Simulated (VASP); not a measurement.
Consider the following.

```xyz
4
Lattice="4.0011 0.0000 0.0000 0.0000 4.0011 0.0000 0.0000 0.0000 4.0011" Properties=species:S:1:pos:R:3 pbc="T T T"
Sc     0.0000     0.0000     0.0000
Al     0.0000     2.0005     2.0005
Al     2.0005     0.0000     2.0005
Al     2.0005     2.0005     0.0000
```

The numbers are results of vdW-DF-cx, VASP's PBE PAW potentials (set 64) (plane waves; VASP), not measurements. Numerical set-up: 520 eV cut-off, 8×8×8 Γ-centred mesh, first-order Methfessel-Paxton smearing of 0.10 eV, potentials Sc_sv Al.

Give the stress tensor in GPa (positive for a compressed cell).

```
6.37  0.00  0.00
0.00  6.37  0.00
0.00  0.00  6.37
```
The pressure is its mean diagonal, 6.37 GPa.

The compound is Al3Sc in the L1_2 structure. This cell is one point of a volume scan, at 0.94 of the reference volume.
